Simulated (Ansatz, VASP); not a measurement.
**HfSc (HfSc in the Bh ordering) in two plane-wave programs**

One calculation is typed for both programs; each brings its own data sets. How far apart do they land? The cell is generated by rule, not measured, and may not be a known phase. The cell is taken from a series of runs on this material, whose earlier steps may have relaxed, scaled, displaced or heated it; both programs get it as it stands.

Method: plane waves, with VASP 6.6.1 beside it; relaxation of cell and atoms at PBEsol and zone-centre phonons at PBEsol, in Ansatz 0.2.0.

The structure was built from a prototype and need not be the compound's stable phase.

### 1. Starting point

The structure is hexagonal, space group P-6m2 (No. 187). The conventional cell has a = 3.197 Å, b = 3.197 Å, c = 5.025 Å, α = 90.00°, β = 90.00°, γ = 120.00°. Nearest to Hf lie 6 Sc at 3.12 Å and 6 Hf at 3.20 Å. Sc has 6 Hf at 3.12 Å and 6 Sc at 3.20 Å nearest. Farther neighbours are not listed.

Coordinates:

```xyz
2
Lattice="3.1975 0.0000 0.0000 -1.5987 2.7691 0.0000 0.0000 0.0000 5.0254" Properties=species:S:1:pos:R:3 pbc="T T T"
Hf    0.0000    1.8461    1.2563
Sc    1.5987    0.9230    3.7690
```

### 2. VASP: relaxation of cell and atoms, PBEsol

The relaxed volume is the usual yardstick between codes: in a stiff, nearly cubic crystal its relative difference is about their pressure difference at one cell divided by the bulk modulus.

Lines of VASP's logs that name or quote its potential files are left out, and so is its time.

Contents of INCAR:

```
SYSTEM = HfSc
PREC = Accurate
ENCUT = 500
EDIFF = 1E-07
NELM = 120
ISMEAR = 1
SIGMA = 0.2
LREAL = .FALSE.
ALGO = Normal
GGA = PS
NBANDS = 16
LASPH = .TRUE.
LORBIT = 11
LWAVE = .FALSE.
LCHARG = .FALSE.
ISIF = 3
IBRION = 2
NSW = 80
EDIFFG = -0.005
GGA_COMPAT = .FALSE.
NELMIN = 4
KPAR = 2
```

Contents of POSCAR:

```
HfSc
1.0
    3.1974530000     -0.0000030000      0.0000000000
   -1.5987240000      2.7690770000      0.0000000000
    0.0000000000      0.0000000000      5.0253500000
Hf Sc
1 1
Direct
    0.3333335580      0.6666669074      0.2499999005
    0.6666666226      0.3333334537      0.7499999005
```

Contents of KPOINTS:

```
Automatic mesh
0
Gamma
12 12 6
0 0 0
```

PAW data sets: Hf_pv and Sc_sv (PBE family, release 64).

The run is started by

```
> mpirun -np 2 vasp_std
```

Numbers of over 12 decimals in the logs are rounded to 6 here.

The log of the run:

```text
[banner, memory and clock lines left out]
running    2 mpi-ranks, on    1 nodes
 distrk:  each k-point on    1 cores,    2 groups
 distr:  one band on    1 cores,    1 groups

 POSCAR found type information on POSCAR HfSc
 POSCAR found :  2 types and       2 ions
|                                                                             |
|               ----> ADVICE to this user running VASP <----                  |
|                                                                             |
|     You enforced a specific xc type in the INCAR file but a different       |
|     [... a line on the potential file left out ...]
|     I HOPE YOU KNOW WHAT YOU ARE DOING!                                     |
|                                                                             |

 LDA part: xc-table for (Slater+PW92), standard interpolation
 POSCAR, INCAR and KPOINTS ok, starting setup
 FFT: planning ... GRIDC
 FFT: planning ... GRID_SOFT
 FFT: planning ... GRID
 WAVECAR not read
 entering main loop
       N       E                     dE             d eps       ncg     rms          rms(c)
DAV:   1     0.173634161608E+03    0.17363E+03   -0.10976E+04  2432   0.127E+03
DAV:   2    -0.106553625855E+02   -0.18429E+03   -0.18256E+03  2488   0.405E+02
DAV:   3    -0.181522055114E+02   -0.74968E+01   -0.73664E+01  3800   0.787E+01
DAV:   4    -0.182827737067E+02   -0.13057E+00   -0.13014E+00  2992   0.104E+01
DAV:   5    -0.182875463987E+02   -0.47727E-02   -0.47622E-02  3808   0.187E+00    0.484E+01
DAV:   6    -0.174110584941E+02    0.87649E+00   -0.54594E+00  3872   0.189E+01    0.208E+01
DAV:   7    -0.176082238061E+02   -0.19717E+00   -0.89162E+00  3968   0.123E+01    0.165E+01
DAV:   8    -0.170811475260E+02    0.52708E+00   -0.31974E+00  4024   0.103E+01    0.349E+00
DAV:   9    -0.170762470060E+02    0.49005E-02   -0.63344E-02  3128   0.192E+00    0.281E+00
DAV:  10    -0.170747708155E+02    0.14762E-02   -0.79705E-03  3720   0.551E-01    0.249E-01
DAV:  11    -0.170747804306E+02   -0.96151E-05   -0.37781E-04  3728   0.171E-01    0.746E-02
DAV:  12    -0.170747808423E+02   -0.41164E-06   -0.12073E-04  3728   0.691E-02    0.747E-02
DAV:  13    -0.170747787680E+02    0.20742E-05   -0.53147E-05  4032   0.476E-02    0.181E-02
DAV:  14    -0.170747781593E+02    0.60873E-06   -0.51583E-06  3712   0.176E-02    0.272E-03
DAV:  15    -0.170747781474E+02    0.11924E-07   -0.12257E-07  2592   0.227E-03
   1 F= -.17074778E+02 E0= -.17074308E+02  d E =-.170748E+02
 curvature:   0.00 expect dE= 0.000E+00 dE for cont linesearch  0.000E+00
 trial: gam= 0.00000 g(F)=  0.840E-42 g(S)=  0.645E-04 ort = 0.000E+00 (trialstep = 0.100E+01)
 search vector abs. value=  0.645E-04
 bond charge predicted
       N       E                     dE             d eps       ncg     rms          rms(c)
DAV:   1    -0.170754601070E+02   -0.68195E-03   -0.19168E-02  2816   0.174E+00    0.294E-01
DAV:   2    -0.170749765175E+02    0.48359E-03   -0.35547E-03  3656   0.639E-01    0.152E-01
DAV:   3    -0.170748403373E+02    0.13618E-03   -0.13199E-03  3880   0.147E-01    0.650E-02
DAV:   4    -0.170747911103E+02    0.49227E-04   -0.29175E-04  3904   0.158E-01    0.237E-02
DAV:   5    -0.170747882236E+02    0.28867E-05   -0.21824E-05  3528   0.285E-02    0.168E-02
DAV:   6    -0.170747882457E+02   -0.22179E-07   -0.38860E-06  3072   0.124E-02    0.271E-03
DAV:   7    -0.170747883075E+02   -0.61753E-07   -0.28193E-07  2832   0.377E-03
   2 F= -.17074788E+02 E0= -.17074307E+02  d E =-.101601E-04
 trial-energy change:   -0.000010  1 .order   -0.000009   -0.000065    0.000047
 step:   0.5961(harm=  0.5809)  dis= 0.00000  next Energy=   -17.074798 (dE=-0.195E-04)
 bond charge predicted
       N       E                     dE             d eps       ncg     rms          rms(c)
DAV:   1    -0.170749081560E+02   -0.11991E-03   -0.31277E-03  2856   0.704E-01    0.119E-01
DAV:   2    -0.170748293323E+02    0.78824E-04   -0.59004E-04  3632   0.260E-01    0.622E-02
DAV:   3    -0.170748066660E+02    0.22666E-04   -0.21911E-04  3920   0.600E-02    0.261E-02
DAV:   4    -0.170747986373E+02    0.80287E-05   -0.47571E-05  3880   0.641E-02    0.971E-03
DAV:   5    -0.170747978853E+02    0.75202E-06   -0.35484E-06  3528   0.116E-02    0.663E-03
DAV:   6    -0.170747975535E+02    0.33180E-06   -0.59606E-07  2704   0.496E-03    0.114E-03
DAV:   7    -0.170747975364E+02    0.17120E-07   -0.33094E-08  1408   0.158E-03
   3 F= -.17074798E+02 E0= -.17074321E+02  d E =-.193890E-04
 curvature:  -0.29 expect dE=-0.319E-07 dE for cont linesearch -0.311E-09
 trial: gam= 0.00577 g(F)=  0.172E-40 g(S)=  0.110E-06 ort =-0.263E-06 (trialstep = 0.919E+00)
 search vector abs. value=  0.109E-06
 reached required accuracy - stopping structural energy minimisation
```

From OUTCAR (step 2):

```text
ion  position               nearest neighbor table
   1  0.333  0.667  0.250-   2 3.12   2 3.12   2 3.12   2 3.12   2 3.12   2 3.12
   2  0.667  0.333  0.750-   1 3.12   1 3.12   1 3.12   1 3.12   1 3.12   1 3.12

  LATTYP: Found a hexagonal cell.
 ALAT       =     3.1974530000
 C/A-ratio  =     1.5716728283

 Subroutine GETGRP returns: Found 12 space group operations
 (whereof  6 operations were pure point group operations)

The static configuration has the point symmetry C_3v.
 The point group associated with its full space group is D_3h.

 Found     76 irreducible k-points:

   k-points           NKPTS =     76   k-points in BZ     NKDIM =     76   number of bands    NBANDS=     16

   dimension x,y,z NGX =    24 NGY =   24 NGZ =   40
   dimension x,y,z NGXF=    48 NGYF=   48 NGZF=   80

   ENCUT  =  500.0 eV  36.75 Ry    6.06 a.u.   5.83  5.83  9.16*2*pi/ulx,y,z

   NELECT =      21.0000    total number of electrons

 k-points in reciprocal lattice and weights: Automatic mesh
   0.00000000  0.00000000  0.00000000       0.001
   0.08333333  0.00000000  0.00000000       0.007
   0.16666667  0.00000000  0.00000000       0.007
   0.25000000  0.00000000  0.00000000       0.007
   0.33333333  0.00000000  0.00000000       0.007
   0.41666667  0.00000000  0.00000000       0.007
   0.50000000  0.00000000  0.00000000       0.003
   0.08333333  0.08333333  0.00000000       0.007
   0.16666667  0.08333333  0.00000000       0.014
[...]
0.33333333  0.25000000  0.50000000       0.014
   0.33333333  0.33333333  0.50000000       0.002

 average (electrostatic) potential at core
       1 -37.3981       2 -45.9100

 E-fermi :   4.3579

 k-point     1 :       0.0000    0.0000    0.0000
  band No.  band energies     occupation
    ...
      5     -23.1667      2.00000
      6     -22.9952      2.00000
      7     -22.9952      2.00000
      8      -1.9752      2.00000
      9       1.7744      2.00000
     10       5.2688     -0.00000
     11       5.9393     -0.00000
     12       5.9393     -0.00000
     13       6.2662     -0.00000
     14       6.6176     -0.00000
    ...

 k-point     2 :       0.0833    0.0000    0.0000
  band No.  band energies     occupation
    ...
      5     -23.1661      2.00000
      6     -23.0220      2.00000
      7     -23.0010      2.00000
      8      -1.7781      2.00000
      9       1.9422      2.00000
     10       5.0365     -0.00002
     11       5.5376     -0.00000
     12       6.1096     -0.00000
     13       6.4500     -0.00000
     14       6.5636     -0.00000
    ...

 k-point     3 :       0.1667    0.0000    0.0000
  band No.  band energies     occupation
    ...
      5     -23.1644      2.00000
      6     -23.0945      2.00000
      7     -23.0171      2.00000
      8      -1.2164      2.00000
      9       2.3891      2.00000
     10       4.4900      0.10911
     11       4.9137     -0.00061
     12       6.0991     -0.00000
     13       6.5334     -0.00000
     14       6.5857     -0.00000
    ...

  Total        0.0010545      0.0010545     -0.0015262     -0.0000000      0.0000000     -0.0000000
  in kB        0.0380215      0.0380215     -0.0550262     -0.0000000      0.0000000     -0.0000000
  external PRESSURE =       0.0070056 kB  Pullay stress =       0.0000000 kB

  energy-cutoff  :      500.00
  volume of cell :       44.44
      direct lattice vectors                 reciprocal lattice vectors
     3.196140077 -0.000002999  0.000000000     0.312877570  0.180639571  0.000000000
    -1.598067539  2.767939974 -0.000000000     0.000000339  0.361279707  0.000000000
     0.000000000 -0.000000000  5.023014331    -0.000000000  0.000000000  0.199083645

 POSITION                                       TOTAL-FORCE (eV/Angst)
 -----------------------------------------------------------------------------------
      0.00000      1.84529      1.25575         0.000000      0.000000      0.000000
      1.59807      0.92264      3.76726        -0.000000     -0.000000     -0.000000
 -----------------------------------------------------------------------------------
    total drift:                                0.000339     -0.000419      0.000032

  FREE ENERGIE OF THE ION-ELECTRON SYSTEM (eV)
  ---------------------------------------------------
  free  energy   TOTEN  =       -17.0747975364 eV

  energy  without entropy=      -17.0733673746  energy(sigma->0) =      -17.07432082

 reached required accuracy - stopping structural energy minimisation

 total charge
# of ion       s       p       d       tot
------------------------------------------
    1        0.405   6.361   1.537   8.302
    2        2.288   6.135   1.087   9.511
--------------------------------------------------
tot          2.693  12.496   2.624  17.813

[... 3 further parts left out ...]
```

CONTCAR:

```
HfSc
   1.00000000000000
     3.1961400765256931   -0.0000029987216521    0.0000000000000000
    -1.5980675392491137    2.7679399743101487   -0.0000000000000000
     0.0000000000000000   -0.0000000000000000    5.0230143314441795
  Hf              Sc
     1     1
Direct
     0.3333335579999996    0.6666669073999998    0.2499999005000006
     0.6666666225999975    0.3333334536999999    0.7499999005000006
```

Harder data sets than Hf_pv exist (the GW ones), and pressures, volumes and forces can shift noticeably with them. The run keeps the 12 symmetry operations of its start, so it cannot find a distortion of lower symmetry.

### 3. Ansatz: relaxation of cell and atoms, PBEsol

Ansatz runs on its default PAW (the set named soft_2) files.

The same cell, functional, mesh and smearing now go to Ansatz, which takes its cutoff from its data sets.

Contents of input.yaml:

```yaml
crystal:
  lattice:
    - [3.1974533368, -2.8613e-06, 0.0]
    - [-1.5987241905, 2.7690772477, 0.0]
    - [0.0, 0.0, 5.0253497726]
  atoms:
    - { symbol: Hf, position: [0.3333333333, 0.6666666667, 0.25] }
    - { symbol: Sc, position: [0.6666666667, 0.3333333333, 0.75] }
kpoints:
  mp_grid: { grid: [12, 12, 6] }
hamiltonian:
  xc: pbesol
scf:
  occupations: { method: methfessel_paxton, width: 0.2 }
output:
  forces: true
  stress: true
  eigenvalues: true
relax:
  adjacent_minimum: "off"
  f_tol: 0.001
  max_steps: 60
  cell: { stress_tol: 0.01 }
```

The run is started by

```
> ansatz run input.yaml --threads 4 --pin off --max-ram 8192MiB --backend cpu --events-out ev --progress --plain --runs-dir out
```

The log of the run:

```text
Engine: ansatz 0.2.0, aarch64-unknown-linux-gnu
Pseudopotentials: kind: paw
Pseudopotential: Hf, paw, valence charge 26, recommended cutoff 420 eV (normal), Hf.paw.azcp
Pseudopotential: Sc, paw, valence charge 11, recommended cutoff 420 eV (normal), Sc.paw.azcp
Functional definition: PBEsol
  exchange = pbesol_x
  correlation = pbesol_c
Crystal: 2 atoms, lattice volume = 44.494 Å³
Basis set: ecut = 420 eV, 881 PW (Γ), exchange–correlation on 48×48×72 points (8 copies of the dense FFT grid, shifted against one another)
Bands: 23, of which v1, the nominal top of the filled ones, is band 19 counted from 1 (18 counted from 0)
Symmetry: 12 space group operations
Space group: P-6m2 (ITA 187), of the structure as read, at distance tolerance 3.5e-5 Å
k-points: 76 of 864 (time reversal used)
Non-local potential: Hf, projectors of the file, l = 0: 3, l = 1: 2, l = 2: 2, l = 3: 3
Non-local potential: Sc, projectors of the file, l = 0: 3, l = 1: 2, l = 2: 3, l = 3: 1
PAW form: soft (Blöchl's): semilocal exchange-correlation on the pseudo side does not see the compensation charge
PAW frozen core: Hf, regenerated for the run's functional, and the local potential with it (the file was generated under x = pbe(κ = 0.804, μ = 0.219515), c = pbe(β = 0.066725))
PAW frozen core: Sc, regenerated for the run's functional, and the local potential with it (the file was generated under x = pbe(κ = 0.804, μ = 0.219515), c = pbe(β = 0.066725))
PAW one-centre angular grid: Hf, 590 points (default); XC on 64 Gauss nodes
PAW one-centre angular grid: Sc, 590 points (default); XC on 64 Gauss nodes
Initial density: superposition of atomic densities (neutral atoms: chi_scale 0, normalization atom), corrected by the library's trained network
Initial wavefunctions: pseudopotential atomic-orbital guess
Functional: x = pbesol(κ = 0.804, μ = 0.123457), c = pbesol(β = 0.046)
SCF iter   1: F=—  HF=-17709.372999 eV  |F-HF|=—  |Δ(HF+E_count)|=         —  Δρ=3.96e-3  dr2=7.10e-3  ethr=1.77e-3  ⟨swp⟩=3.5  Hψ=5618  notcnv=0
preconditioner: auto → Kerker (q_TF=auto, 2.646 Å⁻¹)  [metal: Δε(μ)=0.023 eV  Ē_g=17.480 eV  σ=0.200 eV  W_gap=0.10  n_scr=22 (ndim 8)  ℏωp=32.0 eV  f_vac=0.000  D(μ)=2.67/eV (n_scr^D=22)]
SCF iter   2: F=—  HF=-17709.372239 eV  |F-HF|=—  |Δ(HF+E_count)|=   7.60e-4  S|Δr|=    0.00e0  Δρ=2.29e-3  dr2=2.31e-3  ethr=1.92e-5  ⟨swp⟩=2.6  Hψ=3407  notcnv=0
SCF iter   3: F=—  HF=-17709.372078 eV  |F-HF|=—  |Δ(HF+E_count)|=   1.61e-4  S|Δr|=    0.00e0  Δρ=7.01e-4  dr2=3.46e-4  ethr=6.25e-6  ⟨swp⟩=2.0  Hψ=2535  notcnv=0
SCF iter   4: F=—  HF=-17709.371880 eV  |F-HF|=—  |Δ(HF+E_count)|=   1.99e-4  S|Δr|=    0.00e0  Δρ=3.19e-4  dr2=6.13e-5  ethr=9.35e-7  ⟨swp⟩=2.0  Hψ=3143  notcnv=0
SCF iter   5: F=—  HF=-17709.371863 eV  |F-HF|=—  |Δ(HF+E_count)|=   1.62e-5  S|Δr|=    0.00e0  Δρ=1.32e-4  dr2=1.12e-5  ethr=1.66e-7  ⟨swp⟩=2.9  Hψ=3160  notcnv=0
SCF iter   6: F=—  HF=-17709.371861 eV  |F-HF|=—  |Δ(HF+E_count)|=   2.61e-6  S|Δr|=    0.00e0  Δρ=2.78e-5  dr2=2.92e-7  ethr=3.03e-8  ⟨swp⟩=2.0  Hψ=1930  notcnv=0
SCF iter   7: F=—  HF=-17709.371861 eV  |F-HF|=—  |Δ(HF+E_count)|=   1.27e-7  S|Δr|=    0.00e0  Δρ=8.07e-6  dr2=2.59e-8  ethr=2.70e-10  ⟨swp⟩=5.7  Hψ=7375  notcnv=0
SCF iter   8: F=-17709.371861 eV  HF=-17709.371861 eV  |F-HF|=4.09e-9  |Δ(HF+E_count)|=   2.97e-8  S|Δr|=    0.00e0  Δρ=1.34e-6  dr2=6.71e-10  ethr=7.01e-11  ⟨swp⟩=4.6  Hψ=5723  notcnv=0
SCF 1 converged in 8 iterations: F = -17709.371861 eV  dr2 = 6.71e-10
  greatest PAW one-centre occupation: 0.998 electrons in one spin orbital (limit 2), on the Hf atom at site 0 (counted from 0), in its partial waves of l = 0
relax step   1: F+E_penalty+E_count = -17709.37186094 eV  Δ(F+E_penalty+E_count) = +0.000e0 eV  max|allowed force component| = 1.665e-16 eV/Å  Δτ_max = 0.0000 Å  P = -0.010 GPa  Ω = 44.494 Å³  (8 SCF iters, dr2 threshold 1.00e-7 eV, accepted)
[...]
relax step   2: F+E_penalty+E_count = -17709.37186418 eV  Δ(F+E_penalty+E_count) = -3.246e-6 eV  max|allowed force component| = 1.573e-16 eV/Å  Δτ_max = 0.0000 Å  P = +0.007 GPa  Ω = 44.486 Å³  energy of the carried Pulay correction = +1.336e-6 eV  (4 SCF iters, dr2 threshold 4.14e-9 eV, accepted)
[...]
relax step   3: F+E_penalty+E_count = -17709.37186346 eV  Δ(F+E_penalty+E_count) = +7.206e-7 eV  max|allowed force component| = 1.573e-16 eV/Å  Δτ_max = 0.0000 Å  P = -0.003 GPa  Ω = 44.491 Å³  energy of the carried Pulay correction = +5.055e-7 eV  (3 SCF iters, dr2 threshold 3.46e-10 eV, accepted)
[...]
relax step   4: F+E_penalty+E_count = -17709.37186296 eV  Δ(F+E_penalty+E_count) = +5.065e-7 eV  max|allowed force component| = 1.850e-16 eV/Å  Δτ_max = 0.0000 Å  P = -0.003 GPa  Ω = 44.491 Å³  stress off target by 3.30e-3 GPa  SCF on the basis re-selected at this cell (its energy is not comparable with the rows above)  (5 SCF iters)
basis re-selected at this cell: Δ(F+E_penalty+E_count) = +5.065e-7 eV, ΔP = +0.000 GPa vs the last step (what re-selecting the basis moved, of the pressure what is left beyond the Pulay correction that the steps carried, after the strain that the cell walked since its last selection, with what the two solves' SCF thresholds leave and, on support functions, any second-order correction that the steps lacked; it is no m [...]
SCF converged after 5 iterations
Stability not checked: this state was not tested for a lower state beside it, because cold or Methfessel-Paxton smearing, or corrected tetrahedra, fill the levels in a way that the test cannot read (fill_not_monotonic; see scf.lower_state_search)
Free energy (F): -17709.371863 eV
Harris-Foulkes:  -17709.371863 eV  (|F-HF|=1.82e-11)
Internal energy: -17709.370570 eV  (E = F + TS)
E sigma→0 (E₀):  -17709.371540 eV
Entropy (-TS):   -0.001293 eV (-0.646 meV/atom)
Fermi energy:    14.971240 eV
--- Per-component energies (eV) ---
  E_band       = -188.266429
  E_kinetic    = 686.334950
  E_local      = -6774.976890  (includes V_loc(G=0)·N_el)
  E_nonlocal   = -1154.363079
  E_hartree    = 3073.404278
  E_xc         = -401.302321
  E_vxc        = -394.775447  (∫ρ·V_xc dr)
  E_paw        = -7739.486662  (= ΣΔE_a)
  E_vpaw       = 1302.705450  (= ΣTr[D̂ρ^β])
  E_aug_tail   = 0.000009  (compensation charges beyond the density's cutoff)
  E_ewald      = -5400.360971
  E_core_change = 1.380117  (= ΣΔE_core)
  E_smearing   = -0.001293  (= −TS)
  E_closure    = 0.000000  (closes the sum)
  Σ components = -17709.371863   (vs F -17709.371863, Δ=0.00e0)
--- Forces (eV/Å), atoms counted from 1 ---
  atom   1  Hf     0.00000000    -0.00000000     0.00000000
  atom   2  Sc    -0.00000000     0.00000000     0.00000000
  max |Σ_I F_I| component: 0.00e0 eV/Å
--- Stress (GPa, compression-positive) ---
       -0.003301      -0.000000       0.000000
        0.000000      -0.003301       0.000000
        0.000000       0.000000      -0.001698
  P = ⅓ Tr σ = -0.0028 GPa (-0.028 kbar)
--- Band table (eV; the first three rows and the last of 76) ---
  k-point 0: bands = [... 15 lower, 8.6504, 12.3909, 15.8770, 16.5465, 16.5465, 16.8804, 17.2274, 17.2274]
  k-point 1: bands = [... 15 lower, 8.8576, 12.2570, 15.6294, 16.4338, 16.4338, 16.7093, 17.0718, 17.0718]
  k-point 2: bands = [... 15 lower, 9.4015, 11.7792, 15.3764, 16.2950, 16.3310, 16.3310, 16.7637, 16.7637]
  k-point 75: bands = [... 15 lower, 14.0241, 14.1446, 14.1721, 14.2400, 15.0223, 15.3740, 17.6321, 17.7141]
--- Relaxed structure (3 steps of the walk, 3 accepted, 1 SCFs on fresh bases) ---
  F+E_penalty+E_count = -17709.37186296 eV   max|allowed force component| = 1.850e-16 eV/Å   (the final SCF, on the basis selected at the relaxed cell)
  cell:  # Å, volume = 44.4906 Å³
    - [3.197839, -2.861610991261004e-6, 0.0]
    - [-1.598917, 2.769411, 0.0]
    - [0.0, 0.0, 5.023709]
  atoms:
    - { symbol: Hf, position: [0.333333, 0.666667, 0.25] }
    - { symbol: Sc, position: [0.666667, 0.333333, 0.750000] }
```

### 4. Side by side

Known differences besides the potentials themselves: the data sets hold 37 valence electrons in Ansatz (on its default PAW (the set named soft_2) files) and 21 in VASP; the cutoff is 420 eV in Ansatz and 500 eV in VASP; Ansatz makes its cores anew for this functional, VASP keeps those of its PBE data sets; Ansatz adds a Pulay correction to the stress that steers its cell, VASP none. Total energies have different zeros and are not compared.

Both answers:

```tsv
quantity	Ansatz	VASP	difference
volume (Å³)	44.49	44.44	+0.12 %
edge a after relaxation, in the typed setting (Å)	3.198	3.196	+0.05 %
edge c after relaxation, in the typed setting (Å)	5.024	5.023	+0.01 %
```

(Continued in part 2 of 2.)

[Lines on the potential files, build, host, timing and source positions are cut from VASP's logs without a mark.]

[Logs are printed without paths, hosts, clocks, repeated set-up lines and the standing remarks that a program may print on its own settings, such as how far it seeks lower states.]

[Hosts, paths, dates, database ids (printed as entryN), source tags and the programs' standing remarks are cut or masked in the printed files.]
